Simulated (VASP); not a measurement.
```yaml
crystal:
  lattice:
    - [0.00000, 2.80180, 2.80180]
    - [2.80180, 0.00000, 2.80180]
    - [2.80180, 2.80180, 0.00000]
  atoms:
    - { symbol: Zn, position: [0.00000, 0.00000, 0.00000] }
    - { symbol: Se, position: [0.25000, 0.25000, 0.25000] }
```

Method: PBE GGA with D3 dispersion (Becke-Johnson damping), VASP's PBE PAW potentials (set 64) (plane waves; VASP 6.6.1). Numerical set-up: 520 eV cut-off, 8×8×8 Γ-centred mesh, Gaussian smearing of 0.050 eV, potentials Zn Se.

Q: Give the stress tensor in GPa (positive for a compressed cell).

A: 
```
2.13  0.00  0.00
0.00  2.13  0.00
0.00  0.00  2.13
```
The pressure is its mean diagonal, 2.13 GPa.

The compound is ZnSe in the zinc blende structure. This cell is one point of a volume scan, at 0.97 of the reference volume.
